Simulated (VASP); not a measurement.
Consider the following.

```
CELL_PARAMETERS angstrom
     -2.48499     2.48499     4.85747
      2.48499    -2.48499     4.85747
      2.48499     2.48499    -4.85747
ATOMIC_POSITIONS crystal
  Zn 0.00000 0.00000 0.00000
  Zn 0.75000 0.25000 0.50000
  Si 0.50000 0.50000 0.00000
  Si 0.25000 0.75000 0.50000
  P  0.87500 0.86625 0.49125
  P  0.13375 0.62500 0.00875
  P  0.37500 0.38375 0.50875
  P  0.61625 0.12500 0.99125
```

All values below come from LDA (Ceperley-Alder, Perdew-Zunger), VASP's LDA PAW potentials (set 64) (plane waves; VASP). Numerical set-up: 500 eV cut-off, 6×6×6 Γ-centred mesh, Gaussian smearing of 0.050 eV, potentials Zn Si P.

**Question.** Predict the energy per atom (σ→0), pressure, band gap (on the k-mesh) with the smallest direct gap where there is one.

**Answer.** 
```
Property                                      Value
-----------------------------------  --------------
band gap (on the k-mesh)                    0.59 eV
smallest direct gap (on the k-mesh)         0.59 eV
energy per atom (σ→0)                -5.040 eV/atom
pressure                                  30.01 GPa
```

Total energies compare only between runs with the same potentials, cut-off and functional.

The compound is ZnSiP2 in the chalcopyrite structure. It was relaxed first under an external pressure of 30 GPa.
